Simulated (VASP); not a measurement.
Here is the system:

```
PtB
1.0
    0.00000     2.54034     2.54034
    2.54034     0.00000     2.54034
    2.54034     2.54034     0.00000
Pt B
1 1
Cartesian
  0.00000   0.00000   0.00000
  1.27017   1.27017   1.27017
```

Level of theory: PBE GGA, VASP's PBE PAW potentials (set 64) (plane waves; VASP). Numerical set-up: 520 eV cut-off, 11×11×11 Γ-centred mesh, first-order Methfessel-Paxton smearing of 0.10 eV, potentials Pt B.

Energy and stress use the plane-wave basis of the starting cell.

### Question
The ions, cell shape and volume are relaxed. Predict the relaxed structure.

### Answer

```
PtB
1.0
    0.00000     2.39679     2.39679
    2.39679     0.00000     2.39679
    2.39679     2.39679     0.00000
Pt B
1 1
Direct
  0.00000   0.00000   0.00000
  0.25000   0.25000   0.25000
```
Space group F-43m (216), at a tolerance of 0.03 Å.

### Question
How do energy and volume change from the first to the last step?

### Answer
The energy (σ→0) changes by -208.4 meV/atom and the volume by -16.0 %, in 7 ionic steps.

```tsv
step	E(σ→0) (eV)	max force (eV/Å)	pressure (GPa)	volume (Å³)
1	-12.4906	0.000	-21.50	32.79
2	-12.4281	0.000	43.25	23.42
3	-12.9069	0.000	-0.95	27.68
4	-12.9073	0.000	-0.18	27.57
5	-12.9072	0.000	0.48	27.47
6	-12.9072	0.000	-0.54	27.62
7	-12.9073	0.000	0.03	27.54
```

The structure was generated: PtB was put into the zinc blende type (F-43m), which need not be its known phase. This run relaxes it. Symmetry was kept, so distortions that lower it aren't found. The electron count is odd and the run is not spin-polarised, which forces a metal.
